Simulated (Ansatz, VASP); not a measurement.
## Cross-check of TaN between VASP and Ansatz

One calculation is typed for both programs; each brings its own data sets. How far apart do they land? The cell is taken from a series of runs on this material, whose earlier steps may have relaxed, scaled, displaced or heated it; both programs get it as it stands.

Main program and level: Ansatz 0.2.0; plane waves, with VASP 6.6.1 beside it; relaxation of cell and atoms at PBEsol.

**1. Set-up**

It takes space group P6/mmm (No. 191, hexagonal). The conventional cell has a = 5.204 Å, b = 5.204 Å, c = 2.903 Å, α = 90.00°, β = 90.00°, γ = 120.00°. N has 6 Ta at 2.09 to 2.60 Å nearest. Ta has 6 N at 2.60 Å and 2 Ta at 2.90 Å nearest. Nearest to Ta lie 6 N at 2.09 Å. Farther neighbours and most contacts between anions are not listed.

Structure file:

```xyz
6
Lattice="5.2043 0.0000 0.0000 -2.6022 4.5071 0.0000 0.0000 0.0000 2.9028" Properties=species:S:1:pos:R:3 pbc="T T T"
N     2.6022    0.0000    0.0000
N     1.3011    2.2535    0.0000
N    -1.3011    2.2535    0.0000
Ta    0.0000    0.0000    0.0000
Ta    0.0000    3.0047    1.4514
Ta    2.6022    1.5024    1.4514
```

**2. VASP: relaxation of cell and atoms, PBEsol, pair 1**

The relaxed volume is the usual yardstick between codes: in a stiff, nearly cubic crystal its relative difference is about their pressure difference at one cell divided by the bulk modulus.

Lines of VASP's logs that name or quote its potential files are left out, and so is its time.

Contents of INCAR:

```
SYSTEM = TaN
PREC = Accurate
ENCUT = 600
EDIFF = 1E-07
NELM = 120
ISMEAR = 1
SIGMA = 0.2
LREAL = .FALSE.
ALGO = Normal
GGA = PS
NBANDS = 30
LASPH = .TRUE.
LORBIT = 11
LWAVE = .FALSE.
LCHARG = .FALSE.
ISIF = 3
IBRION = 2
NSW = 80
EDIFFG = -0.005
GGA_COMPAT = .FALSE.
NELMIN = 4
KPAR = 2
```

Contents of POSCAR:

```
TaN
1.0
    5.2043250000      0.0000000000      0.0000000000
   -2.6021620000      4.5070770000      0.0000000000
    0.0000000000      0.0000000000      2.9027750000
N Ta
3 3
Direct
    0.4999999039      0.0000000000      0.0000000000
    0.4999999594      0.5000001109      0.0000000000
    0.0000000555      0.5000001109      0.0000000000
    0.0000000000      0.0000000000      0.0000000000
    0.3333332693      0.6666666667      0.5000001722
    0.6666665386      0.3333333333      0.5000001722
```

Contents of KPOINTS:

```
Automatic mesh
0
Gamma
9 9 12
0 0 0
```

PAW data sets: N and Ta_pv (PBE family, release 64).

Command:

```bash
$ mpirun -np 2 vasp_std
```

Numbers of over 12 decimals in the logs are rounded to 6 here.

What it wrote:

```text
[banner, memory and clock lines left out]
running    2 mpi-ranks, on    1 nodes
 distrk:  each k-point on    1 cores,    2 groups
 distr:  one band on    1 cores,    1 groups

 POSCAR found type information on POSCAR N Ta
 POSCAR found :  2 types and       6 ions
|                                                                             |
|               ----> ADVICE to this user running VASP <----                  |
|                                                                             |
|     You enforced a specific xc type in the INCAR file but a different       |
|     [... a line on the potential file left out ...]
|     I HOPE YOU KNOW WHAT YOU ARE DOING!                                     |
|                                                                             |

 LDA part: xc-table for (Slater+PW92), standard interpolation
 POSCAR, INCAR and KPOINTS ok, starting setup
 FFT: planning ... GRIDC
 FFT: planning ... GRID_SOFT
 FFT: planning ... GRID
 WAVECAR not read
 entering main loop
       N       E                     dE             d eps       ncg     rms          rms(c)
DAV:   1     0.480992651182E+03    0.48099E+03   -0.28682E+04  5040   0.187E+03
DAV:   2    -0.446069434697E+02   -0.52560E+03   -0.50655E+03  5756   0.515E+02
DAV:   3    -0.778984461825E+02   -0.33292E+02   -0.32514E+02  6206   0.122E+02
DAV:   4    -0.786856049284E+02   -0.78716E+00   -0.77622E+00  6324   0.176E+01
DAV:   5    -0.787033006151E+02   -0.17696E-01   -0.17629E-01  6300   0.208E+00    0.462E+01
DAV:   6    -0.692911561804E+02    0.94121E+01   -0.53055E+01  6502   0.419E+01    0.202E+01
DAV:   7    -0.689006681021E+02    0.39049E+00   -0.48677E+00  6596   0.154E+01    0.113E+01
DAV:   8    -0.687458587848E+02    0.15481E+00   -0.97469E-01  6572   0.550E+00    0.357E+00
DAV:   9    -0.687177023799E+02    0.28156E-01   -0.11904E-01  6536   0.281E+00    0.473E-01
DAV:  10    -0.687168059417E+02    0.89644E-03   -0.23547E-02  6414   0.869E-01    0.204E-01
DAV:  11    -0.687161618810E+02    0.64406E-03   -0.56450E-03  6396   0.464E-01    0.520E-02
DAV:  12    -0.687161328068E+02    0.29074E-04   -0.26400E-04  6434   0.112E-01    0.185E-02
DAV:  13    -0.687161327310E+02    0.75882E-07   -0.15539E-05  6546   0.242E-02    0.614E-03
DAV:  14    -0.687161327811E+02   -0.50152E-07   -0.18381E-06  6910   0.901E-03    0.226E-03
DAV:  15    -0.687161326392E+02    0.14196E-06   -0.29211E-07  5328   0.371E-03    0.246E-04
DAV:  16    -0.687161326461E+02   -0.69476E-08   -0.23204E-08  3978   0.106E-03
   1 F= -.68716133E+02 E0= -.68717529E+02  d E =-.687161E+02
[...]
2 F= -.68712761E+02 E0= -.68714187E+02  d E =0.337203E-02
[...]
3 F= -.68716781E+02 E0= -.68718185E+02  d E =-.647912E-03
[...]
4 F= -.68716780E+02 E0= -.68718185E+02  d E =-.647477E-03
 curvature:  -0.14 expect dE=-0.455E-05 dE for cont linesearch -0.479E-06
 ZBRENT: accuracy reached
 trial: gam= 0.03395 g(F)=  0.349E-41 g(S)=  0.318E-04 ort =-0.124E-03 (trialstep = 0.859E+00)
 search vector abs. value=  0.286E-04
 bond charge predicted
       N       E                     dE             d eps       ncg     rms          rms(c)
DAV:   1    -0.687168331843E+02   -0.53033E-04   -0.25762E-03  5214   0.355E-01    0.382E-02
DAV:   2    -0.687168016575E+02    0.31527E-04   -0.60376E-05  6214   0.561E-02    0.194E-02
DAV:   3    -0.687167895653E+02    0.12092E-04   -0.28677E-05  6102   0.331E-02    0.772E-03
DAV:   4    -0.687167894162E+02    0.14902E-06   -0.17697E-06  6432   0.872E-03    0.609E-03
DAV:   5    -0.687167892705E+02    0.14578E-06   -0.14846E-07  4062   0.302E-03    0.159E-03
DAV:   6    -0.687167892184E+02    0.52039E-07   -0.51848E-08  3630   0.177E-03
   5 F= -.68716789E+02 E0= -.68718203E+02  d E =-.909562E-05
 trial-energy change:   -0.000009  1 .order   -0.000009   -0.000024    0.000005
 step:   0.6992(harm=  0.6992)  dis= 0.00000  next Energy=   -68.716790 (dE=-0.963E-05)
 reached required accuracy - stopping structural energy minimisation
```

From OUTCAR (step 2):

```text
ion  position               nearest neighbor table
   1  0.500  0.000  0.000-   5 2.09   6 2.09   5 2.09   6 2.09   4 2.60   4 2.60
   2  0.500  0.500  0.000-   5 2.09   6 2.09   5 2.09   6 2.09   4 2.60   4 2.60
   3  0.000  0.500  0.000-   5 2.09   5 2.09   6 2.09   6 2.09   4 2.60   4 2.60
   4  0.000  0.000  0.000-   3 2.60   1 2.60   2 2.60   3 2.60   2 2.60   1 2.60   5 3.34   6 3.34
                             5 3.34   6 3.34   5 3.34   6 3.34   5 3.34   6 3.34   6 3.34   5 3.34
   5  0.333  0.667  0.500-   3 2.09   2 2.09   1 2.09   3 2.09   2 2.09   1 2.09   6 3.00   6 3.00
                             6 3.00   4 3.34   4 3.34   4 3.34   4 3.34   4 3.34   4 3.34
   6  0.667  0.333  0.500-   1 2.09   2 2.09   1 2.09   3 2.09   2 2.09   3 2.09   5 3.00   5 3.00
                             5 3.00   4 3.34   4 3.34   4 3.34   4 3.34   4 3.34   4 3.34

  LATTYP: Found a hexagonal cell.
 ALAT       =     5.2043250000
 C/A-ratio  =     0.5577620537

 Subroutine GETGRP returns: Found 24 space group operations
 (whereof 24 operations were pure point group operations)

The static configuration has the point symmetry D_6h.

 Found     84 irreducible k-points:

   k-points           NKPTS =     84   k-points in BZ     NKDIM =     84   number of bands    NBANDS=     30

   dimension x,y,z NGX =    42 NGY =   42 NGZ =   24
   dimension x,y,z NGXF=    84 NGYF=   84 NGZF=   48

   ENCUT  =  600.0 eV  44.10 Ry    6.64 a.u.  10.39 10.39  5.80*2*pi/ulx,y,z

   NELECT =      48.0000    total number of electrons

 k-points in reciprocal lattice and weights: Automatic mesh
   0.00000000  0.00000000  0.00000000       0.001
   0.11111111  0.00000000  0.00000000       0.006
   0.22222222  0.00000000  0.00000000       0.006
   0.33333333  0.00000000  0.00000000       0.006
   0.44444444  0.00000000  0.00000000       0.006
   0.11111111  0.11111111  0.00000000       0.006
   0.22222222  0.11111111  0.00000000       0.012
   0.33333333  0.11111111  0.00000000       0.012
   0.44444444  0.11111111  0.00000000       0.006
[...]
0.33333333  0.22222222  0.50000000       0.012
   0.33333333  0.33333333  0.50000000       0.002

 average (electrostatic) potential at core
       1 -61.9394       2 -61.9394       3 -61.9394       4 -35.5326       5 -35.7721
       6 -35.7720

 E-fermi :   8.0143

 k-point     1 :       0.0000    0.0000    0.0000
  band No.  band energies     occupation
    ...
     21       4.9471      2.00000
     22       5.4717      2.00000
     23       5.8586      2.00000
     24       6.6912      2.00000
     25       6.6912      2.00000
     26       8.8001     -0.00000
     27       8.8001     -0.00000
     28       9.1102     -0.00000
     29      10.1284     -0.00000
     30      10.1284     -0.00000

 k-point     2 :       0.1111    0.0000    0.0000
  band No.  band energies     occupation
    ...
     21       4.7425      2.00000
     22       4.9793      2.00000
     23       6.1646      2.00000
     24       6.8217      2.00000
     25       7.4564      2.00058
     26       8.8767     -0.00000
     27       8.9948     -0.00000
     28       9.3608     -0.00000
     29       9.6561     -0.00000
     30      10.2069     -0.00000

 k-point     3 :       0.2222    0.0000    0.0000
  band No.  band energies     occupation
    ...
     20       4.0360      2.00000
     21       4.3058      2.00000
     22       4.9936      2.00000
     23       6.4316      2.00000
     24       7.1733      2.00000
     25       8.5777     -0.00050
     26       8.8342     -0.00000
     27       9.0927     -0.00000
     28       9.4995     -0.00000
     29      10.2144     -0.00000
    ...

  Total       -0.0172945     -0.0172945     -0.0090761     -0.0000000     -0.0000000     -0.0000000
  in kB       -0.4056401     -0.4056400     -0.2128778     -0.0000000     -0.0000000     -0.0000000
  external PRESSURE =      -0.3413860 kB  Pullay stress =       0.0000000 kB

  energy-cutoff  :      600.00
  volume of cell :       68.31
      direct lattice vectors                 reciprocal lattice vectors
     5.210108335  0.000000001  0.000000000     0.191934589  0.110813481 -0.000000000
    -2.605053666  4.512085513 -0.000000000    -0.000000000  0.221627005  0.000000000
     0.000000000 -0.000000000  2.905715918    -0.000000000  0.000000000  0.344149266

 POSITION                                       TOTAL-FORCE (eV/Angst)
 -----------------------------------------------------------------------------------
      0.00000      4.51209     -0.00000        -0.000000     -0.000000      0.000000
      1.30253      2.25604     -0.00000        -0.000000     -0.000000      0.000000
     -1.30253      2.25604     -0.00000         0.000000     -0.000000      0.000000
     -2.60505      4.51209     -0.00000         0.000000     -0.000000      0.000000
      0.00000      3.00806      1.45286         0.000000     -0.000000      0.000000
      2.60505      1.50403      1.45286        -0.000000      0.000000      0.000000
 -----------------------------------------------------------------------------------
    total drift:                                0.000979     -0.000661     -0.000054

  FREE ENERGIE OF THE ION-ELECTRON SYSTEM (eV)
  ---------------------------------------------------
  free  energy   TOTEN  =       -68.7167892184 eV

  energy  without entropy=      -68.7210318064  energy(sigma->0) =      -68.71820341

 reached required accuracy - stopping structural energy minimisation

 total charge
# of ion       s       p       d       tot
------------------------------------------
    1        1.240   2.535   0.000   3.775
    2        1.240   2.535   0.000   3.775
    3        1.240   2.535   0.000   3.775
    4        0.269   6.111   2.250   8.631
    5        0.322   6.309   2.425   9.056
    6        0.322   6.309   2.425   9.056
--------------------------------------------------
tot          4.634  26.335   7.099  38.069

[... 3 further parts left out ...]
```

CONTCAR:

```
TaN
   1.00000000000000
     5.2101083350430093    0.0000000006418391    0.0000000000000000
    -2.6050536664100279    4.5120855125455526   -0.0000000000000000
     0.0000000000000000   -0.0000000000000000    2.9057159181418752
  N               Ta
     3     3
Direct
     0.4999999038999974    1.0000000000000000    0.0000000000000000
     0.4999999594000002    0.5000001108999967    0.0000000000000000
     0.0000000555000028    0.5000001108999967    0.0000000000000000
     0.0000000000000000    1.0000000000000000    0.0000000000000000
     0.3333332692999988    0.6666666667000030    0.5000001722000036
     0.6666665385999977    0.3333333332999970    0.5000001722000036
```

The run keeps the 24 symmetry operations of its start, so it cannot find a distortion of lower symmetry.

(Part 1 of 2 ends here.)

[Lines on the potential files, build, host, timing and source positions are cut from VASP's logs without a mark.]

[Logs are printed without paths, hosts, clocks, repeated set-up lines and the standing remarks that a program may print on its own settings, such as how far it seeks lower states.]

[Hosts, paths, dates, database ids (printed as entryN), source tags and the programs' standing remarks are cut or masked in the printed files.]
